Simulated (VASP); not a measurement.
```
CELL_PARAMETERS angstrom
     -1.64590     1.64590     1.64590
      1.64590    -1.64590     1.64590
      1.64590     1.64590    -1.64590
ATOMIC_POSITIONS crystal
  Ta 0.00000 0.00000 0.00000
```

Level of theory: PBE GGA, VASP's PBE PAW potentials (set 64) (plane waves; VASP). Settings: 500 eV cut-off, 15×15×15 Γ-centred mesh, first-order Methfessel-Paxton smearing of 0.10 eV, potentials Ta_pv.

Energy and stress use the plane-wave basis of the starting cell.

Task: The ions, cell shape and volume at an external pressure of 10.0 GPa are relaxed. Which structure does the run end with?

Result: 
```
CELL_PARAMETERS angstrom
     -1.63379     1.63379     1.63379
      1.63379    -1.63379     1.63379
      1.63379     1.63379    -1.63379
ATOMIC_POSITIONS crystal
  Ta 0.00000 0.00000 0.00000
```
Space group Im-3m (229), at a tolerance of 0.03 Å.

Task: How do energy and volume change from the first to the last step?

Result: The energy (σ→0) changes by +17.7 meV/atom and the volume by -2.2 %, in 3 ionic steps.

The compound is Ta in the bcc structure. This run relaxes it under an external pressure of 10 GPa. Symmetry was kept, so distortions that lower it aren't found.
